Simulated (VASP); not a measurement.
# Si3Bi2Te3 (P-3m1) in VASP: notebook

One crystal, Si3Bi2Te3, is run at these levels: PBE; tasks: equation of state.

Program: VASP 6.6.1. These are calculated values, not measurements. Logs are shortened: lines on timing, memory, paths and dates and some standing lists are left out, and cuts for length are marked.

## Step 1: Starting point

It takes space group P-3m1 (No. 164, trigonal). The conventional cell has a = 4.101 Å, b = 4.101 Å, c = 31.900 Å, α = 90.00°, β = 90.00°, γ = 120.00°. Si (site symmetry 3m) is surrounded by 4 Si at 2.37 to 2.47 Å. Si (site symmetry 3m) has 4 Si at 2.37 to 2.46 Å as nearest neighbours. Si (site symmetry 3m) has 3 Si at 2.46 Å and 1 Te at 2.64 Å as nearest neighbours. Bi (site symmetry 3m) is surrounded by 6 Te at 3.05 to 3.35 Å. Bi (site symmetry 3m) is surrounded by 6 Te at 3.16 to 3.18 Å. Around Te (site symmetry 3m) lie 3 Bi at 3.05 Å. Te (site symmetry 3m) is surrounded by 6 Bi at 3.18 to 3.35 Å. Around Te (site symmetry 3m) lie 1 Si at 2.64 Å.

The cell was built by a generator and needn't be a form met in nature.

## Step 2: Equation of state, PBE, 29.04 Å³/atom

File INCAR:

```
ALGO = Normal
EDIFF = 1E-6
EDIFFG = -0.02
ENCUT = 520
GGA = PE
IBRION = 2
ISIF = 4
ISMEAR = 0
KPAR = 4
LASPH = T
LCHARG = F
LREAL = F
LWAVE = F
NELM = 100
NSW = 30
PREC = Accurate
SIGMA = 0.1
```

File KPOINTS:

```
k-points
0
Gamma
  8 8 1
```

File POSCAR:

```
Si3Bi2Te3
1.0
    4.1009200000      0.0000000000      0.0000000000
   -2.0504600000      3.5515010000      0.0000000000
    0.0000000000      0.0000000000     31.8997400000
Si Bi Te
6 4 6
Direct
    0.3333330000      0.6666670000      0.0109180000
    0.3333330000      0.6666670000      0.0853630000
    0.0000000000      0.0000000000      0.1064610000
    0.6666670000      0.3333330000      0.9890820000
    0.6666670000      0.3333330000      0.9146370000
    0.0000000000      0.0000000000      0.8935390000
    0.0000000000      0.0000000000      0.3954150000
    0.3333330000      0.6666670000      0.2547080000
    0.6666670000      0.3333330000      0.7452920000
    0.0000000000      0.0000000000      0.6045850000
    0.3333330000      0.6666670000      0.4558990000
    0.6666670000      0.3333330000      0.3210990000
    0.0000000000      0.0000000000      0.1893330000
    0.0000000000      0.0000000000      0.8106670000
    0.6666670000      0.3333330000      0.5441010000
    0.3333330000      0.6666670000      0.6789010000
```

Potentials or basis: VASP PAW PBE potentials, release 64 (Si, Bi_d, Te).

Started as:

```
$ cat potpaw_PBE.64/Si/POTCAR potpaw_PBE.64/Bi_d/POTCAR potpaw_PBE.64/Te/POTCAR > POTCAR
$ mpirun -np 4 vasp_std > vasp.out
```

OUTCAR:

```text
EDIFF = 1E-6
   EDIFFG = -0.02
   ENCUT = 520
   GGA = PE
   IBRION = 2
   ISIF = 4
   ISMEAR = 0
   LASPH = T
   LREAL = F
   NELM = 100
   NSW = 30
   PREC = Accurate

 ion  position               nearest neighbor table
   1  0.333  0.667  0.011-   2 2.37   4 2.47   4 2.47   4 2.47
   2  0.333  0.667  0.085-   1 2.37   3 2.46   3 2.46   3 2.46
   3  0.000  0.000  0.106-   2 2.46   2 2.46   2 2.46  13 2.64
   4  0.667  0.333  0.989-   5 2.37   1 2.47   1 2.47   1 2.47
   5  0.667  0.333  0.915-   4 2.37   6 2.46   6 2.46   6 2.46
   6  0.000  0.000  0.894-   5 2.46   5 2.46   5 2.46  14 2.64
   7  0.000  0.000  0.395-  11 3.05  11 3.05  11 3.05  12 3.35  12 3.35  12 3.35
   8  0.333  0.667  0.255-  13 3.16  13 3.16  13 3.16  12 3.18  12 3.18  12 3.18
   9  0.667  0.333  0.745-  14 3.16  14 3.16  14 3.16  16 3.18  16 3.18  16 3.18
  10  0.000  0.000  0.605-  15 3.05  15 3.05  15 3.05  16 3.35  16 3.35  16 3.35
  11  0.333  0.667  0.456-   7 3.05   7 3.05   7 3.05  15 3.68  15 3.68  15 3.68
  12  0.667  0.333  0.321-   8 3.18   8 3.18   8 3.18   7 3.35   7 3.35   7 3.35
  13  0.000  0.000  0.189-   3 2.64   8 3.16   8 3.16   8 3.16
  14  0.000  0.000  0.811-   6 2.64   9 3.16   9 3.16   9 3.16
  15  0.667  0.333  0.544-  10 3.05  10 3.05  10 3.05  11 3.68  11 3.68  11 3.68
  16  0.333  0.667  0.679-   9 3.18   9 3.18   9 3.18  10 3.35  10 3.35  10 3.35

  LATTYP: Found a hexagonal cell.
 ALAT       =     4.1009200000
 C/A-ratio  =     7.7786789306

  Lattice vectors:

 A1 = (   4.1009200000,   0.0000000000,   0.0000000000)
 A2 = (  -2.0504600000,   3.5515010000,   0.0000000000)
 A3 = (   0.0000000000,   0.0000000000,  31.8997400000)

Analysis of symmetry for initial positions (statically):
=====================================================================
 Subroutine PRICEL returns:
 Original cell was already a primitive cell.

 Routine SETGRP: Setting up the symmetry group for a
 hexagonal supercell.

 Subroutine GETGRP returns: Found 12 space group operations
 (whereof 12 operations were pure point group operations)
 out of a pool of 24 trial point group operations.

The static configuration has the point symmetry D_3d.

Analysis of symmetry for dynamics (positions and initial velocities):
=====================================================================
 Subroutine PRICEL returns:
 Original cell was already a primitive cell.

 Routine SETGRP: Setting up the symmetry group for a
 hexagonal supercell.

 Subroutine GETGRP returns: Found 12 space group operations
 (whereof 12 operations were pure point group operations)
 out of a pool of 24 trial point group operations.

The dynamic configuration has the point symmetry D_3d.

 Subroutine INISYM returns: Found 12 space group operations
 (whereof 12 operations are pure point group operations),
 and found     1 'primitive' translations

----------------------------------------------------------------------------------------

                                     Primitive cell

  volume of cell :     464.6013

  direct lattice vectors                    reciprocal lattice vectors
     4.100920000  0.000000000  0.000000000     0.243847722  0.140785544  0.000000000
    -2.050460000  3.551501000  0.000000000     0.000000000  0.281571088  0.000000000
     0.000000000  0.000000000 31.899740000     0.000000000  0.000000000  0.031348218

  length of vectors
     4.100920000  4.100920088 31.899740000     0.281571094  0.281571088  0.031348218

  position of ions in fractional coordinates (direct lattice)
     0.333333000  0.666667000  0.010918000
     0.333333000  0.666667000  0.085363000
     0.000000000  0.000000000  0.106461000
     0.666667000  0.333333000  0.989082000
     0.666667000  0.333333000  0.914637000
     0.000000000  0.000000000  0.893539000
[... 8 lines left out ...]
     0.666667000  0.333333000  0.544101000
     0.333333000  0.666667000  0.678901000

  ion indices of the primitive-cell ions
   primitive index   ion index
                 1           1
                 2           2
                 3           3
                 4           4
                 5           5
                 6           6
[... 8 lines left out ...]
                15          15
                16          16

----------------------------------------------------------------------------------------

 KPOINTS: k-points

Automatic generation of k-mesh.
 Grid dimensions read from file:
 generate k-points for:    8    8    1

 Generating k-lattice:

  Cartesian coordinates                     Fractional coordinates (reciprocal lattice)
     0.030480965  0.017598193  0.000000000     0.125000000  0.000000000  0.000000000
     0.000000000  0.035196386  0.000000000     0.000000000  0.125000000  0.000000000
     0.000000000  0.000000000  0.031348218     0.000000000  0.000000000  1.000000000

  Length of vectors
     0.035196387  0.035196386  0.031348218

  Shift w.r.t. Gamma in fractional coordinates (k-lattice)
     0.000000000  0.000000000  0.000000000

 Subroutine IBZKPT returns following result:
 ===========================================

 Found     10 irreducible k-points:

 Following reciprocal coordinates:
            Coordinates               Weight
  0.000000  0.000000  0.000000      1.000000
  0.125000  0.000000  0.000000      6.000000
  0.250000  0.000000  0.000000      6.000000
  0.375000  0.000000  0.000000      6.000000
  0.500000  0.000000  0.000000      3.000000
  0.125000  0.125000  0.000000      6.000000
  0.250000  0.125000  0.000000     12.000000
  0.375000  0.125000  0.000000     12.000000
  0.250000  0.250000  0.000000      6.000000
  0.375000  0.250000  0.000000      6.000000
   k-points           NKPTS =     10   k-points in BZ     NKDIM =     10   number of bands    NBANDS=     72
   number of dos      NEDOS =    301   number of ions     NIONS =     16
   total plane-waves  NPLWV = 216000
   dimension x,y,z NGX =    30 NGY =   30 NGZ =  240
   dimension x,y,z NGXF=    60 NGYF=   60 NGZF=  480
   ions per type =               6   4   6
   NGX,Y,Z   is equivalent  to a cutoff of  12.16, 12.16, 12.51 a.u.
   NGXF,Y,Z  is equivalent  to a cutoff of  24.32, 24.32, 25.02 a.u.
 SYSTEM =  unknown system
   PREC   = accura    normal or accurate (medium, high low for compatibility)
   ISTART =      0    job   : 0-new  1-cont  2-samecut
   ICHARG =      2    charge: 1-file 2-atom 10-const
   ISPIN  =      1    spin polarized calculation?
   LNONCOLLINEAR =      F non collinear calculations
   LSORBIT =      F    spin-orbit coupling
   LASPH  =      T    aspherical Exc in radial PAW
   ENCUT  =  520.0 eV  38.22 Ry    6.18 a.u.   7.62  7.62 59.31*2*pi/ulx,y,z
   NELM   =    100;   NELMIN=  2; NELMDL= -5     # of ELM steps
   EDIFF  = 0.1E-05   stopping-criterion for ELM
   LREAL  =      F    real-space projection
   EDIFFG = -.2E-01   stopping-criterion for IOM
   NSW    =     30    number of steps for IOM
   IBRION =      2    ionic relax: 0-MD 1-quasi-New 2-CG
   NFREE  =      1    steps in history (QN), initial steepest desc. (CG)
   ISIF   =      4    stress and relaxation
   ISYM   =      2    0-nonsym 1-usesym 2-fastsym
   POTIM  = 0.5000    time-step for ionic-motion
   TEBEG  =    0.0;   TEEND  =   0.0 temperature during run
   PSTRESS=    0.0 pullay stress
   NELECT =     120.0000    total number of electrons
   NUPDOWN=      -1.0000    fix difference up-down
   EMIN   =  10.00;   EMAX   =-10.00  energy-range for DOS
   EFERMI =   0.00;   METHOD = LEGACY
   ISMEAR =     0;   SIGMA  =   0.10  broadening in eV -4-tet -1-fermi 0-gaus
   EFERMI_NEDOS =   21; number of points for ismear=-14 and -15
   IALGO  =     38    algorithm
   IMIX   =      4    mixing-type and parameters
     AMIX     =   0.40;   BMIX     =  1.00
     AMIX_MAG =   1.60;   BMIX_MAG =  1.00
  volume/ion in A,a.u.               =      29.04       195.96
  Fermi-wavevector in a.u.,A,eV,Ry     =   1.042578  1.970186 14.789102  1.086968
  Thomas-Fermi vector in A             =   2.177249
   LORBIT       =      0    0 simple, 1 ext, 2 COOP (PROOUT), +10 PAW based schemes
   GGA     = PE    functional components
   LHFCALC =     F    Hartree Fock is set to
   AEXX    =    0.0000 exact exchange contribution
   IVDW    =     0    specifies the selected vdW correction
   LEPSILON=     F    determine dielectric tensor
   LRPA    =     F    only Hartree local field effects (RPA)
 conjugate gradient relaxation of ions
 non-spin polarized calculation
 Gauss-broadening in eV      SIGMA  =   0.10
  energy-cutoff  :      520.00
  volume of cell :      464.60
 maximum number of plane-waves:     12569
   NGX = 15   NGY = 15   NGZ =119

 number of electron     120.0000023 magnetization

 Free energy of the ion-electron system (eV)
  ---------------------------------------------------
  ext. energy  EPLUGINS =         0.00000000
  ---------------------------------------------------
  free energy    TOTEN  =       -66.71696631 eV

  energy without entropy =      -66.68439979  energy(sigma->0) =      -66.70068305

 E-fermi :   6.3323     XC(G=0):  -9.3327

 val. band max:        6.3103643766   @ k =   0.2500   0.1250   0.0000
 cond. band min:       6.3330202072   @ k =   0.2500   0.0000   0.0000
 fundamental gap:      0.0226558306
 Fermi energy:         6.3322518284

 k-point     1 :       0.0000    0.0000    0.0000
  band No.  band energies     occupation
      1     -17.0768      2.00000
      2     -17.0768      2.00000
      3     -17.0599      2.00000
      4     -17.0599      2.00000
      5     -17.0599      2.00000
      6     -17.0599      2.00000
[... 64 lines left out ...]
     71       8.2367      0.00000
     72       8.2381      0.00000

 k-point     2 :       0.1250    0.0000    0.0000
  band No.  band energies     occupation
      1     -17.0747      2.00000
      2     -17.0747      2.00000
      3     -17.0626      2.00000
      4     -17.0625      2.00000
      5     -17.0598      2.00000
      6     -17.0598      2.00000
[... 592 lines left out ...]
 k-point    10 :       0.3750    0.2500    0.0000
  band No.  band energies     occupation
      1     -17.0737      2.00000
      2     -17.0737      2.00000
      3     -17.0678      2.00000
      4     -17.0678      2.00000
      5     -17.0610      2.00000
      6     -17.0610      2.00000
[... 64 lines left out ...]
     71       9.0705      0.00000
     72       9.2534      0.00000

------------------------ aborting loop because EDIFF is reached ----------------------------------------

  FORCE on cell =-STRESS in cart. coord.  units (eV):
  Direction    XX          YY          ZZ          XY          YZ          ZX
  --------------------------------------------------------------------------------------
  -------------------------------------------------------------------------------------
  Total        0.0476546      0.0476546      0.0279056      0.0000000      0.0000000      0.0000000
  in kB        0.1643370      0.1643370      0.0962325      0.0000000      0.0000000      0.0000000
  external PRESSURE =       0.1416355 kB  Pullay stress =       0.0000000 kB

 VOLUME and BASIS-vectors are now :
 -----------------------------------------------------------------------------
  energy-cutoff  :      520.00
  volume of cell :      464.60
      direct lattice vectors                 reciprocal lattice vectors
     4.100920000  0.000000000  0.000000000     0.243847722  0.140785544  0.000000000
    -2.050460000  3.551501000  0.000000000     0.000000000  0.281571088  0.000000000
     0.000000000  0.000000000 31.899740000     0.000000000  0.000000000  0.031348218

 POSITION                                       TOTAL-FORCE (eV/Angst)
 -----------------------------------------------------------------------------------
     -0.00000      2.36767      0.34828         0.000000      0.000000     -0.004387
     -0.00000      2.36767      2.72306         0.000000      0.000000     -0.001954
      0.00000      0.00000      3.39608         0.000000      0.000000      0.004562
      2.05046      1.18383     31.55146        -0.000000      0.000000      0.004387
      2.05046      1.18383     29.17668         0.000000     -0.000000      0.001954
      0.00000      0.00000     28.50366         0.000000     -0.000000     -0.004562
[... 8 lines left out ...]
      2.05046      1.18383     17.35668         0.000000      0.000000      0.005716
     -0.00000      2.36767     21.65677         0.000000      0.000000      0.005320
 -----------------------------------------------------------------------------------
    total drift:                                0.000000      0.000000      0.000000

  FREE ENERGIE OF THE ION-ELECTRON SYSTEM (eV)
  ---------------------------------------------------
  free  energy   TOTEN  =       -66.7169663066 eV

  energy  without entropy=      -66.6843997935  energy(sigma->0) =      -66.70068305

 reached required accuracy - stopping structural energy minimisation
```

It took 4.2 min on 4 MPI ranks of Intel Xeon Platinum 8259CL at 2.50GHz (Skylake/Cascade Lake), shared host; peak memory 0.66 GiB.

Results:

| Property | Result |
| --- | --- |
| Free energy | -66.7170 eV |
| Pressure | 0.0 GPa |
| Largest force | 0.007 eV/Å |
| Band gap on the k mesh | none (metal or under the smearing width) |

Caveat: spin-orbit coupling is left out, which moves the levels of the heavy elements.

## Step 3: Equation of state, PBE, 28.17 Å³/atom (volume scaled by 0.97)

INCAR is that of step 2.

KPOINTS is that of step 2.

Changes to POSCAR since step 2:

```diff
@@ -2,5 +2,5 @@
 1.0
-    4.1009200000      0.0000000000      0.0000000000
-   -2.0504600000      3.5515010000      0.0000000000
-    0.0000000000      0.0000000000     31.8997400000
+    4.0594937334      0.0000000000      0.0000000000
+   -2.0297468667      3.5156247997      0.0000000000
+    0.0000000000      0.0000000000     31.5774983725
 Si Bi Te
```

Potentials or basis: VASP PAW PBE potentials, release 64 (Si, Bi_d, Te).

Started as:

```
$ cat potpaw_PBE.64/Si/POTCAR potpaw_PBE.64/Bi_d/POTCAR potpaw_PBE.64/Te/POTCAR > POTCAR
$ mpirun -np 4 vasp_std > vasp.out
```

Wall time 25 min (4 MPI ranks of Intel Xeon Platinum 8259CL at 2.50GHz (Skylake/Cascade Lake), shared host); peak memory 0.72 GiB.

Results (log left out):

```
Free energy            : -66.6529 eV
Pressure               : 1.4 GPa
Largest force          : 0.017 eV/Å
Band gap on the k mesh : none (metal or under the smearing width)
```

Caveat: spin-orbit coupling is left out, which moves the levels of the heavy elements.
